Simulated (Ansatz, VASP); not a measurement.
**LiBiO3 (LiBiO3 (Pccn)): VASP beside Ansatz**

Wanted: the spread between two codes on one cell, functional and k mesh. Of the first pair: The structure shown is the start of the Ansatz relaxation below; VASP solves that cell, so the two are compared at the walk's first step.

Calculated with Ansatz 0.2.0; plane waves, with VASP 6.6.1 beside it; single point at PBEsol.

### 1. The structure

Symmetry: Pccn, No. 56, orthorhombic system. The conventional cell has a = 4.947 Å, b = 8.881 Å, c = 10.777 Å, α = 90.00°, β = 90.00°, γ = 90.00°. Nearest to Li lie 5 O at 1.93 to 2.34 Å. Bi has 6 O at 2.10 to 2.14 Å nearest. Nearest to O lie 2 Bi at 2.11 Å and 2 Li at 2.34 Å. O has 2 Li at 2.04 Å and 2 Bi at 2.13 Å nearest. Nearest to O lie 2 Li at 1.93 to 2.04 Å and 2 Bi at 2.14 Å. Nearest to O lie 1 Li at 1.94 Å and 2 Bi at 2.10 to 2.14 Å. Farther neighbours and most contacts between anions are not listed.

### 2. Ansatz: relaxation, PBEsol

Ansatz runs on its default PAW (the set named soft_2) files.

The two programs are compared at the cell with which this relaxation starts, whose forces are those of its first step.

Input file input.yaml:

```yaml
crystal:
  lattice:
    - [4.946914, 0.0, 0.0]
    - [0.0, 8.8810912, 0.0]
    - [0.0, 0.0, 10.7766651]
  atoms:
    - { symbol: Li, position: [0.49963344, 0.71262284, 0.40334594] }
    - { symbol: Li, position: [0.99963344, 0.28737716, 0.09665406] }
    - { symbol: Li, position: [0.50036656, 0.21262284, 0.09665406] }
    - { symbol: Li, position: [0.00036656, 0.78737716, 0.40334594] }
    - { symbol: Li, position: [0.50036656, 0.28737716, 0.59665406] }
    - { symbol: Li, position: [0.00036656, 0.71262284, 0.90334594] }
    - { symbol: Li, position: [0.49963344, 0.78737716, 0.90334594] }
    - { symbol: Li, position: [0.99963344, 0.21262284, 0.59665406] }
    - { symbol: Bi, position: [0.49648369, 0.08597906, 0.3635597] }
    - { symbol: Bi, position: [0.99648369, 0.91402094, 0.1364403] }
    - { symbol: Bi, position: [0.50351631, 0.58597906, 0.1364403] }
    - { symbol: Bi, position: [0.00351631, 0.41402094, 0.3635597] }
    - { symbol: Bi, position: [0.50351631, 0.91402094, 0.6364403] }
    - { symbol: Bi, position: [0.00351631, 0.08597906, 0.8635597] }
    - { symbol: Bi, position: [0.49648369, 0.41402094, 0.8635597] }
    - { symbol: Bi, position: [0.99648369, 0.58597906, 0.6364403] }
    - { symbol: O, position: [0.75, 0.75, 0.72219184] }
    - { symbol: O, position: [0.25, 0.25, 0.77780816] }
    - { symbol: O, position: [0.25, 0.25, 0.27780816] }
    - { symbol: O, position: [0.75, 0.75, 0.22219184] }
    - { symbol: O, position: [0.25, 0.75, 0.05029361] }
    - { symbol: O, position: [0.75, 0.25, 0.44970639] }
    - { symbol: O, position: [0.75, 0.25, 0.94970639] }
    - { symbol: O, position: [0.25, 0.75, 0.55029361] }
    - { symbol: O, position: [0.6930652, 0.59506615, 0.95769323] }
    - { symbol: O, position: [0.1930652, 0.40493385, 0.54230677] }
    - { symbol: O, position: [0.3069348, 0.09506615, 0.54230677] }
    - { symbol: O, position: [0.8069348, 0.90493385, 0.95769323] }
    - { symbol: O, position: [0.3069348, 0.40493385, 0.04230677] }
    - { symbol: O, position: [0.8069348, 0.59506615, 0.45769323] }
    - { symbol: O, position: [0.6930652, 0.90493385, 0.45769323] }
    - { symbol: O, position: [0.1930652, 0.09506615, 0.04230677] }
    - { symbol: O, position: [0.22421177, 0.5840796, 0.8003899] }
    - { symbol: O, position: [0.72421177, 0.4159204, 0.6996101] }
    - { symbol: O, position: [0.77578823, 0.0840796, 0.6996101] }
    - { symbol: O, position: [0.27578823, 0.9159204, 0.8003899] }
    - { symbol: O, position: [0.77578823, 0.4159204, 0.1996101] }
    - { symbol: O, position: [0.27578823, 0.5840796, 0.3003899] }
    - { symbol: O, position: [0.22421177, 0.9159204, 0.3003899] }
    - { symbol: O, position: [0.72421177, 0.0840796, 0.1996101] }
basis:
  ecutwfc: 420
  xc_grid: 2
hamiltonian:
  xc: pbesol
kpoints:
  mp_grid: { grid: [8, 5, 4] }
scf:
  occupations: { method: fermi_dirac, width: 0.05 }
  max_iter: 150
output:
  forces: true
  stress: true
relax:
  f_tol: 0.01
  max_steps: 60
  cell: {}
checkpoint:
  write: "../pbesol.run"
  compress: false
  write_wavefunctions: false
  write_every: 100000
```

Run with:

```console
> ansatz run input.yaml --threads 4 --pin off --max-ram 6594MiB --backend cpu --events-out ev --progress --plain --runs-dir out
```

Numbers of over 12 decimals in the logs are rounded to 6 here.

Output:

```text
Engine: ansatz 0.2.0, x86_64-unknown-linux-gnu
Pseudopotentials: kind: paw
Pseudopotential: Li, paw, valence charge 3, recommended cutoff 420 eV (normal), Li.paw.azcp
Pseudopotential: Bi, paw, valence charge 15, recommended cutoff 420 eV (normal), Bi.paw.azcp
Pseudopotential: O, paw, valence charge 6, recommended cutoff 420 eV (normal), O.paw.azcp
Functional definition: PBEsol
  exchange = pbesol_x
  correlation = pbesol_c
Crystal: 40 atoms, lattice volume = 473.462 Å³
Basis set: ecut = 420 eV, 9249 PW (Γ), exchange–correlation on 72×120×150 points (8 copies of the dense FFT grid, shifted against one another)
Bands: 184, of which v1, the nominal top of the filled ones, is band 144 counted from 1 (143 counted from 0)
Symmetry: 8 space group operations
Space group: Pccn (ITA 56), of the structure as read, at distance tolerance 7.8e-5 Å
k-points: 45 of 160
Non-local potential: Li, projectors of the file, l = 0: 3, l = 1: 2, l = 2: 1
Non-local potential: Bi, projectors of the file, l = 0: 2, l = 1: 2, l = 2: 2, l = 3: 2
Non-local potential: O, projectors of the file, l = 0: 2, l = 1: 2, l = 2: 1
PAW form: soft (Blöchl's): semilocal exchange-correlation on the pseudo side does not see the compensation charge
PAW frozen core: Bi, regenerated for the run's functional, and the local potential with it (the file was generated under x = pbe(κ = 0.804, μ = 0.219515), c = pbe(β = 0.066725))
PAW frozen core: O, regenerated for the run's functional, and the local potential with it (the file was generated under x = pbe(κ = 0.804, μ = 0.219515), c = pbe(β = 0.066725))
PAW one-centre angular grid: Li, 110 points (default); XC on 64 Gauss nodes
PAW one-centre angular grid: Bi, 590 points (default); XC on 64 Gauss nodes
PAW one-centre angular grid: O, 110 points (default); XC on 64 Gauss nodes
Initial density: superposition of atomic densities (neutral atoms: chi_scale 0, normalization atom), corrected by the library's trained network
Initial wavefunctions: pseudopotential atomic-orbital guess
Functional: x = pbesol(κ = 0.804, μ = 0.123457), c = pbesol(β = 0.046)
SCF iter   1: F=—  HF=-113010.229580 eV  |F-HF|=—  |Δ(HF+E_count)|=         —  Δρ=1.47e-2  dr2=8.53e-1  ethr=1.77e-3  ⟨swp⟩=6.0  Hψ=35412  notcnv=0  defer=238
preconditioner: auto → Resta (q_TF=auto, 2.511 Å⁻¹)  ε∞=3.4  [insulator: Δε(μ)=0.280 eV  Ē_g=18.274 eV  σ=0.050 eV  W_gap=0.71  n_scr=116 (ndim 8)  ℏωp=28.1 eV  f_vac=0.040  D(μ)=0.13/eV (n_scr^D=0)  ε∞_Penn≈3.4]
SCF iter   2: F=—  HF=-113009.999694 eV  |F-HF|=—  |Δ(HF+E_count)|=   2.30e-1  Δρ=3.15e-3  dr2=2.50e-2  ethr=2.96e-4  ⟨swp⟩=2.1  Hψ=12797  notcnv=0  defer=1440
SCF iter   3: F=—  HF=-113009.996236 eV  |F-HF|=—  |Δ(HF+E_count)|=   3.46e-3  Δρ=1.39e-3  dr2=7.85e-3  ethr=8.69e-6  ⟨swp⟩=2.0  Hψ=10803  notcnv=0  defer=1440
SCF iter   4: F=—  HF=-113009.996793 eV  |F-HF|=—  |Δ(HF+E_count)|=   5.57e-4  Δρ=1.09e-3  dr2=5.03e-3  ethr=2.73e-6  ⟨swp⟩=2.0  Hψ=10295  notcnv=0  defer=1440
SCF iter   5: F=—  HF=-113009.996463 eV  |F-HF|=—  |Δ(HF+E_count)|=   3.30e-4  Δρ=2.49e-4  dr2=3.08e-4  ethr=1.75e-6  ⟨swp⟩=2.0  Hψ=9474  notcnv=0  defer=1440
SCF iter   6: F=—  HF=-113009.996610 eV  |F-HF|=—  |Δ(HF+E_count)|=   1.47e-4  Δρ=2.00e-4  dr2=1.86e-4  ethr=1.07e-7  ⟨swp⟩=2.0  Hψ=10942  notcnv=0  defer=1440
SCF iter   7: F=—  HF=-113009.996617 eV  |F-HF|=—  |Δ(HF+E_count)|=   7.38e-6  Δρ=3.93e-5  dr2=7.34e-6  ethr=6.46e-8  ⟨swp⟩=2.0  Hψ=9595  notcnv=0  defer=1440
SCF iter   8: F=—  HF=-113009.995846 eV  |F-HF|=—  |Δ(HF+E_count)|=   7.71e-4  Δρ=3.86e-5  dr2=6.72e-6  ethr=2.55e-9  ⟨swp⟩=2.0  Hψ=11161  notcnv=0  defer=1440
SCF iter   9: F=—  HF=-113009.995845 eV  |F-HF|=—  |Δ(HF+E_count)|=   8.00e-7  Δρ=9.38e-6  dr2=3.92e-7  ethr=2.33e-9  ⟨swp⟩=2.0  Hψ=9499  notcnv=0  defer=1440
SCF iter  10: F=-113009.995845 eV  HF=-113009.995845 eV  |F-HF|=4.19e-8  |Δ(HF+E_count)|=   2.41e-8  Δρ=2.80e-6  dr2=4.15e-8  ethr=3.47e-11  ⟨swp⟩=4.9  Hψ=25702  notcnv=0
SCF 1 converged in 10 iterations: F = -113009.995845 eV  dr2 = 4.15e-8
  greatest PAW one-centre occupation: 1.000 electrons in one spin orbital (limit 2), on the Li atom at site 7 (counted from 0), in its partial waves of l = 0
relax step   1: F+E_penalty+E_count = -113009.99584502 eV  Δ(F+E_penalty+E_count) = +0.000e0 eV  max|allowed force component| = 6.726e-2 eV/Å  Δτ_max = 0.0000 Å  P = -0.493 GPa  Ω = 473.462 Å³  (10 SCF iters, dr2 threshold 1.00e-7 eV, accepted)
Crystal: 40 atoms, lattice volume = 472.129 Å³
Basis set: ecut = 420 eV, 9217 PW (Γ), exchange–correlation on 72×120×150 points (8 copies of the dense FFT grid, shifted against one another)
Initial density: handed on by an earlier stage of this run
Initial wavefunctions: those handed on with the density
iter 1 solved again at ethr=3.28e-6 eV; its pass at ethr=3.10e-3 eV (dr2=9.45e-3 eV) is discarded
[...]
iter 1 solved again at ethr=8.35e-9 eV; its pass at ethr=3.10e-3 eV (dr2=2.40e-5 eV) is discarded
SCF iter   1: F=—  HF=-113010.002795 eV  |F-HF|=—  |Δ(HF+E_count)|=         —  Δρ=1.86e-5  dr2=2.26e-7  ethr=8.35e-9  ⟨swp⟩=4.1  Hψ=64930  notcnv=0
[...]
SCF converged after 5 iterations
Free energy (F): -113010.002363 eV
Harris-Foulkes:  -113010.002363 eV  (|F-HF|=7.28e-11)
Internal energy: -113010.001195 eV  (E = F + TS)
E sigma→0 (E₀):  -113010.001779 eV
Entropy (-TS):   -0.001167 eV (-0.029 meV/atom)
Fermi energy:    7.349379 eV
--- Per-component energies (eV) ---
  E_band       = -1544.475345
  E_kinetic    = 6778.158366
  E_local      = -21028.138211  (includes V_loc(G=0)·N_el)
  E_nonlocal   = 5477.969171
  E_hartree    = 7014.685400
  E_xc         = -3001.230127
  E_vxc        = -3467.598257  (∫ρ·V_xc dr)
  E_paw        = -87951.860446  (= ΣΔE_a)
  E_vpaw       = -3334.288635  (= ΣTr[D̂ρ^β])
  E_aug_tail   = 0.052010  (compensation charges beyond the density's cutoff)
  E_ewald      = -20301.202285
  E_core_change = 1.564928  (= ΣΔE_core)
  E_smearing   = -0.001167  (= −TS)
  E_closure    = 0.000000  (closes the sum)
  Σ components = -113010.002363   (vs F -113010.002363, Δ=0.00e0)
--- Forces (eV/Å), atoms counted from 1 ---
  atom   1  Li     0.00011951    -0.00075127    -0.00006207
  atom   2  Li     0.00011951     0.00075127     0.00006207
  atom   3  Li    -0.00011951    -0.00075127     0.00006207
  atom   4  Li    -0.00011951     0.00075127    -0.00006207
  atom   5  Li    -0.00011951     0.00075127     0.00006207
  atom   6  Li    -0.00011951    -0.00075127    -0.00006207
  atom   7  Li     0.00011951     0.00075127    -0.00006207
  atom   8  Li     0.00011951    -0.00075127     0.00006207
  atom   9  Bi     0.00286571     0.00100333     0.00175884
  atom  10  Bi     0.00286571    -0.00100333    -0.00175884
  atom  11  Bi    -0.00286571     0.00100333    -0.00175884
  atom  12  Bi    -0.00286571    -0.00100333     0.00175884
  atom  13  Bi    -0.00286571    -0.00100333    -0.00175884
  atom  14  Bi    -0.00286571     0.00100333     0.00175884
  atom  15  Bi     0.00286571    -0.00100333     0.00175884
  atom  16  Bi     0.00286571     0.00100333    -0.00175884
  atom  17  O      0.00000000     0.00000000     0.00319597
  atom  18  O     -0.00000000     0.00000000    -0.00319597
  atom  19  O     -0.00000000    -0.00000000    -0.00319597
  atom  20  O      0.00000000    -0.00000000     0.00319597
  atom  21  O     -0.00000000     0.00000000     0.00221727
  atom  22  O     -0.00000000     0.00000000    -0.00221727
  atom  23  O      0.00000000    -0.00000000    -0.00221727
  atom  24  O      0.00000000    -0.00000000     0.00221727
[...]
atom  33  O      0.00004327    -0.00088286     0.00071690
  atom  34  O      0.00004327     0.00088286    -0.00071690
  atom  35  O     -0.00004327    -0.00088286    -0.00071690
  atom  36  O     -0.00004327     0.00088286     0.00071690
  atom  37  O     -0.00004327     0.00088286    -0.00071690
  atom  38  O     -0.00004327    -0.00088286     0.00071690
  atom  39  O      0.00004327     0.00088286     0.00071690
  atom  40  O      0.00004327    -0.00088286    -0.00071690
  max |Σ_I F_I| component: 9.76e-19 eV/Å
--- Stress (GPa, compression-positive) ---
        0.019089       0.000000       0.000000
        0.000000      -0.022057      -0.000000
        0.000000      -0.000000      -0.023701
  P = ⅓ Tr σ = -0.0089 GPa (-0.089 kbar)
--- Relaxed structure (6 steps of the walk, 6 accepted, 1 SCFs on fresh bases) ---
  F+E_penalty+E_count = -113010.00236285 eV   max|allowed force component| = 3.196e-3 eV/Å   (the final SCF, on the basis selected at the relaxed cell)
  cell:  # Å, volume = 472.5779 Å³
    - [4.947024, 0, 0]
    - [0, 8.866611, 0]
    - [1.4179696752371115e-19, 0, 10.773871]
  atoms:
    - { symbol: Li, position: [0.500462, 0.711748, 0.404317] }
    - { symbol: Li, position: [1.000462, 0.288252, 0.095683] }
    - { symbol: Li, position: [0.499538, 0.211748, 0.095683] }
    - { symbol: Li, position: [-0.000462206, 0.788252, 0.404317] }
    - { symbol: Li, position: [0.499538, 0.288252, 0.595683] }
    - { symbol: Li, position: [-0.000462206, 0.711748, 0.904317] }
    - { symbol: Li, position: [0.500462, 0.788252, 0.904317] }
    - { symbol: Li, position: [1.000462, 0.211748, 0.595683] }
    - { symbol: Bi, position: [0.496108, 0.085943, 0.363248] }
    - { symbol: Bi, position: [0.996108, 0.914057, 0.136752] }
    - { symbol: Bi, position: [0.503892, 0.585943, 0.136752] }
    - { symbol: Bi, position: [0.00389225, 0.414057, 0.363248] }
    - { symbol: Bi, position: [0.503892, 0.914057, 0.636752] }
    - { symbol: Bi, position: [0.00389225, 0.085943, 0.863248] }
    - { symbol: Bi, position: [0.496108, 0.414057, 0.863248] }
    - { symbol: Bi, position: [0.996108, 0.585943, 0.636752] }
    - { symbol: O, position: [0.750000, 0.75, 0.721992] }
    - { symbol: O, position: [0.25, 0.250000, 0.778008] }
    - { symbol: O, position: [0.25, 0.250000, 0.278008] }
    - { symbol: O, position: [0.750000, 0.75, 0.221992] }
    - { symbol: O, position: [0.25, 0.75, 0.050820] }
    - { symbol: O, position: [0.750000, 0.250000, 0.449180] }
    - { symbol: O, position: [0.750000, 0.250000, 0.949180] }
    - { symbol: O, position: [0.25, 0.75, 0.550820] }
    - { symbol: O, position: [0.691420, 0.595107, 0.957649] }
    - { symbol: O, position: [0.191420, 0.404893, 0.542351] }
    - { symbol: O, position: [0.308580, 0.095107, 0.542351] }
    - { symbol: O, position: [0.808580, 0.904893, 0.957649] }
    - { symbol: O, position: [0.308580, 0.404893, 0.042351] }
    - { symbol: O, position: [0.808580, 0.595107, 0.457649] }
    - { symbol: O, position: [0.691420, 0.904893, 0.457649] }
    - { symbol: O, position: [0.191420, 0.095107, 0.042351] }
    - { symbol: O, position: [0.223403, 0.584125, 0.800261] }
    - { symbol: O, position: [0.723403, 0.415875, 0.699739] }
    - { symbol: O, position: [0.776597, 0.084125, 0.699739] }
    - { symbol: O, position: [0.276597, 0.915875, 0.800261] }
    - { symbol: O, position: [0.776597, 0.415875, 0.199739] }
    - { symbol: O, position: [0.276597, 0.584125, 0.300261] }
    - { symbol: O, position: [0.223403, 0.915875, 0.300261] }
    - { symbol: O, position: [0.723403, 0.084125, 0.199739] }
```

### 3. VASP: single point, PBEsol, start cell, pair 1

The same cell, functional, mesh and smearing now go to VASP, with its own data sets.

Lines of VASP's logs that name or quote its potential files are left out, and so is its time.

Input file INCAR:

```
SYSTEM = LiBiO3
PREC = Accurate
ENCUT = 650
EDIFF = 1E-06
NELM = 120
ISMEAR = -1
SIGMA = 0.05
LREAL = Auto
ALGO = Normal
GGA = PS
NBANDS = 172
LORBIT = 11
LWAVE = .FALSE.
LCHARG = .FALSE.
ISIF = 2
LASPH = .TRUE.
GGA_COMPAT = .FALSE.
EFERMI = MIDGAP
KPAR = 4
```

Input file POSCAR:

```
LiBiO3
1.0
    4.9469140000      0.0000000000      0.0000000000
    0.0000000000      8.8810910000      0.0000000000
    0.0000000000      0.0000000000     10.7766650000
Li Bi O
8 8 24
Direct
    0.4996335089      0.7126228073      0.4033459331
    0.9996335089      0.2873771364      0.0966540205
    0.5003664911      0.2126228073      0.0966540205
    0.0003664911      0.7873771364      0.4033459331
    0.5003664911      0.2873771364      0.5966540205
    0.0003664911      0.7126228073      0.9033459331
    0.4996335089      0.7873771364      0.9033459331
    0.9996335089      0.2126228073      0.5966540205
    0.4964836664      0.0859790199      0.3635596912
    0.9964836664      0.9140209238      0.1364402624
    0.5035163336      0.5859790199      0.1364402624
    0.0035163336      0.4140209238      0.3635596912
    0.5035163336      0.9140209238      0.6364402624
    0.0035163336      0.0859790199      0.8635596912
    0.4964836664      0.4140209238      0.8635596912
    0.9964836664      0.5859790199      0.6364402624
    0.7500000000      0.7499999718      0.7221918144
    0.2500000000      0.2499999718      0.7778081392
    0.2500000000      0.2499999718      0.2778081392
    0.7500000000      0.7499999718      0.2221918144
    0.2500000000      0.7499999718      0.0502935741
    0.7500000000      0.2499999718      0.4497063795
    0.7500000000      0.2499999718      0.9497063795
    0.2500000000      0.7499999718      0.5502935741
    0.6930652120      0.5950661355      0.9576932196
    0.1930652120      0.4049338082      0.5423067340
    0.3069347880      0.0950661355      0.5423067340
    0.8069347880      0.9049338082      0.9576932196
    0.3069347880      0.4049338082      0.0423067340
    0.8069347880      0.5950661355      0.4576932196
    0.6930652120      0.9049338082      0.4576932196
    0.1930652120      0.0950661355      0.0423067340
    0.2242117005      0.5840795630      0.8003898701
    0.7242117005      0.4159203808      0.6996100835
    0.7757882995      0.0840795630      0.6996100835
    0.2757882995      0.9159203808      0.8003898701
    0.7757882995      0.4159203808      0.1996100835
    0.2757882995      0.5840795630      0.3003898701
    0.2242117005      0.9159203808      0.3003898701
    0.7242117005      0.0840795630      0.1996100835
```

Input file KPOINTS:

```
Automatic mesh
0
Gamma
8 5 4
0 0 0
```

PAW data sets: Li_sv, Bi_d and O (PBE family, release 64).

Run with:

```console
> mpirun -np 4 vasp_std
```

Output:

```text
[banner, memory and clock lines left out]
running    4 mpi-ranks, on    1 nodes
[...]
|                                                                             |
|               ----> ADVICE to this user running VASP <----                  |
|                                                                             |
|     You enforced a specific xc type in the INCAR file but a different       |
|     [... a line on the potential file left out ...]
|     I HOPE YOU KNOW WHAT YOU ARE DOING!                                     |
|                                                                             |

 LDA part: xc-table for (Slater+PW92), standard interpolation
 POSCAR, INCAR and KPOINTS ok, starting setup
[...]
entering main loop
       N       E                     dE             d eps       ncg     rms          rms(c)
DAV:   1     0.491306240604E+04    0.49131E+04   -0.15079E+05 15480   0.237E+03
DAV:   2     0.759625935174E+03   -0.41534E+04   -0.40009E+04 16000   0.688E+02
DAV:   3    -0.155134034670E+03   -0.91476E+03   -0.86937E+03 17276   0.288E+02
DAV:   4    -0.254041780410E+03   -0.98908E+02   -0.96450E+02 20536   0.915E+01
[...]
DAV:  15    -0.226228955357E+03   -0.63652E-06   -0.25324E-05 19880   0.178E-02    0.632E-03
DAV:  16    -0.226228956797E+03   -0.14396E-05   -0.34842E-06 13136   0.618E-03    0.314E-03
DAV:  17    -0.226228957383E+03   -0.58655E-06   -0.11058E-06 10168   0.355E-03
   1 F= -.22622896E+03 E0= -.22622822E+03  d E =-.147958E-02
```

From OUTCAR (step 3):

```text
  Total       -0.8948502     -0.7743247     -0.4726929      0.0000000      0.0000000      0.0000000
  in kB       -3.0281394     -2.6202857     -1.5995749      0.0000000      0.0000000      0.0000000
  external PRESSURE =      -2.4160000 kB  Pullay stress =       0.0000000 kB

 POSITION                                       TOTAL-FORCE (eV/Angst)
 -----------------------------------------------------------------------------------
      2.47164      6.32887      4.34672         0.024886      0.006594      0.001967
      4.94510      2.55222      1.04161         0.024886     -0.006594     -0.001967
      2.47527      1.88832      1.04161        -0.024886      0.006594     -0.001967
      0.00181      6.99277      4.34672        -0.024886     -0.006594      0.001967
      2.47527      2.55222      6.42994        -0.024886     -0.006594     -0.001967
      0.00181      6.32887      9.73506        -0.024886      0.006594      0.001967
      2.47164      6.99277      9.73506         0.024886     -0.006594      0.001967
      4.94510      1.88832      6.42994         0.024886      0.006594     -0.001967
      2.45606      0.76359      3.91796        -0.002057      0.015278     -0.061377
      4.92952      8.11750      1.47037        -0.002057     -0.015278      0.061377
      2.49085      5.20413      1.47037         0.002057      0.015278      0.061377
      0.01739      3.67696      3.91796         0.002057     -0.015278     -0.061377
      2.49085      8.11750      6.85870         0.002057     -0.015278      0.061377
      0.01739      0.76359      9.30629         0.002057      0.015278     -0.061377
[...]
-----------------------------------------------------------------------------------
    total drift:                                0.000000      0.000576      0.007270

  FREE ENERGIE OF THE ION-ELECTRON SYSTEM (eV)
  ---------------------------------------------------
  free  energy   TOTEN  =      -226.2289573832 eV

  energy  without entropy=     -226.2274777984  energy(sigma->0) =     -226.22821759

[... 3 further parts left out ...]
[key lines of the parts left out:]
E-fermi :   3.9801
```

The run ends at a pressure of -0.24 GPa, with forces up to 0.063 eV/Å.

(Continued in part 2 of 2.)

[Lines on the potential files, build, host, timing and source positions are cut from VASP's logs without a mark.]

[Logs are printed without paths, hosts, clocks, repeated set-up lines and the standing remarks that a program may print on its own settings, such as how far it seeks lower states.]

[Hosts, paths, dates, database ids (printed as entryN), source tags and the programs' standing remarks are cut or masked in the printed files.]
